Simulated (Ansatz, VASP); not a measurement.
## Sr3Pt: VASP beside Ansatz

```xyz
4
Lattice="5.1425 0.0000 0.0000 0.0000 5.1425 0.0000 0.0000 0.0000 5.1425" Properties=species:S:1:pos:R:3 pbc="T T T"
Sr    2.5712    0.0000    0.0000
Sr    0.0000    2.5712    0.0000
Sr    0.0000    0.0000    2.5712
Pt    2.5712    2.5712    2.5712
```

Alike in both runs: functional PBE; k mesh 10 × 10 × 10; occupations gaussian, width 0.1 eV; no spin polarisation.

Ansatz relaxed the structure, and its values are those at the end. VASP's run is a single point on that final structure, the one shown.

```csv
,VASP,Ansatz
version,VASP 6.6.1,Ansatz 0.2.0
potentials or method,"VASP PAW PBE potentials, release 64 (Sr_sv, Pt)","scalar-relativistic, plane waves, PAW"
plane-wave cutoff (eV),520,420
valence electrons in the cell,40,48
```

|  | VASP | Ansatz | Ansatz less VASP |
| --- | --- | --- | --- |
| gap on the k mesh at the Fermi level (eV) | none | none | - |
| pressure (GPa) | 0.0 | 0.0 | -0.06 |

A gap of «none» marks a metal or a gap that the smearing closes. The two sets of potentials don't hold the same shells in valence.

Spin-orbit coupling is left out, which matters for the levels of Pt.
